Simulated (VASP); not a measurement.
Input:

```xyz
8
Lattice="-2.8526 2.8526 5.7199 2.8526 -2.8526 5.7199 2.8526 2.8526 -5.7199" Properties=species:S:1:pos:R:3 pbc="T T T"
Zn     0.0000     2.8526     2.8600
Zn     0.0000     0.0000     0.0000
Sn     2.8526     0.0000     2.8600
Sn     0.0000     0.0000     5.7199
P      1.3043     1.4263     1.4300
P     -1.4263     1.5483     4.2899
P      1.5483     1.4263     7.1499
P      4.2788     1.3043    -1.4300
```

These are PBE GGA, VASP's PBE PAW potentials (set 64) (plane waves; VASP) values and carry that method's errors. Numerical set-up: 300 eV cut-off, 4×4×4 Γ-centred mesh, Gaussian smearing of 0.010 eV, potentials Zn Sn_d P.

Unless said otherwise, spin-orbit coupling is left out, though it shifts the bands of the heavy elements here.

### Question
Give the energies of bands 29 to 42 at the high-symmetry points, in eV from the valence-band maximum.

### Answer

```
band      Γ      X      P      N      M      S      R
----  -----  -----  -----  -----  -----  -----  -----
29    -3.46  -3.22  -2.39  -3.64  -2.85  -3.34  -3.16
30    -3.32  -3.22  -2.39  -3.50  -2.85  -3.17  -3.16
31    -3.26  -1.50  -2.11  -2.51  -2.52  -2.79  -1.87
32    -2.39  -1.50  -2.11  -2.32  -2.52  -2.72  -1.87
33    -2.39  -1.04  -1.04  -2.17  -1.62  -2.08  -1.15
34     0.00  -1.04  -1.04  -1.79  -1.62  -1.80  -1.15
35     0.00  -0.76  -1.00  -1.40  -1.30  -1.06  -1.02
36     0.00  -0.76  -1.00  -0.93  -1.30  -0.88  -1.02
37     0.69   1.07   1.60   2.39   1.40   1.62   1.40
38     1.48   1.07   1.60   2.57   1.40   2.32   1.40
39     1.65   2.85   2.69   2.79   1.47   2.49   3.41
40     3.35   2.85   2.69   3.71   1.47   3.12   3.41
41     3.35   4.22   3.93   3.72   2.33   3.85   3.69
42     3.50   4.24   3.94   3.78   2.33   4.01   3.69
```

The gap is direct, 0.69 eV, from the valence maximum at Γ to the conduction minimum at Γ.

The structure comes from a computed database's ZnSnP2 entry; how it stands against other phases isn't given here. The cell was not relaxed at this level.
